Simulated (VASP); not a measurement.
A convergence study with VASP on MgTe (wurtzite): one setting is varied, all else stays as given below, so the limit is that of these other settings.

```
MgTe
1.0
    2.27500    -3.94042     0.00000
    2.27500     3.94042     0.00000
    0.00000     0.00000     7.39000
Mg Te
2 2
Cartesian
  2.27500  -1.31347   3.69500
  2.27500   1.31347   0.00000
  2.27500  -1.31347   6.47364
  2.27500   1.31347   2.77864
```

Calculation: PBE GGA, VASP's PBE PAW potentials (set 64) (plane waves; VASP 6.6.1). The tightest run used: 550 eV cut-off, 14×14×9 Γ-centred mesh, Gaussian smearing of 0.050 eV, potentials Mg Te.

| setting | E (eV/atom) | pressure (GPa) | irreducible k-points |
|---|---|---|---|
| 1×1×1 mesh | -0.9176 | 12.22 | 1 |
| 2×2×1 mesh | -3.0081 | 2.43 | 2 |
| 4×4×3 mesh | -3.1894 | 1.54 | 8 |

Question: These are the cheaper rows. Estimate the results at 14×14×9 mesh, and how far the last row shown lies from them.

Answer: 
```tsv
quantity	tightest run	last row shown is off by
E (eV/atom)	-3.1970	0.0076
pressure (GPa)	1.47	0.07
```

Left out are rungs that failed or repeat a setting and relaxations that didn't move; long series are thinned to 24 rows.

The compound is MgTe in the wurtzite structure. The cell was not relaxed at this level.
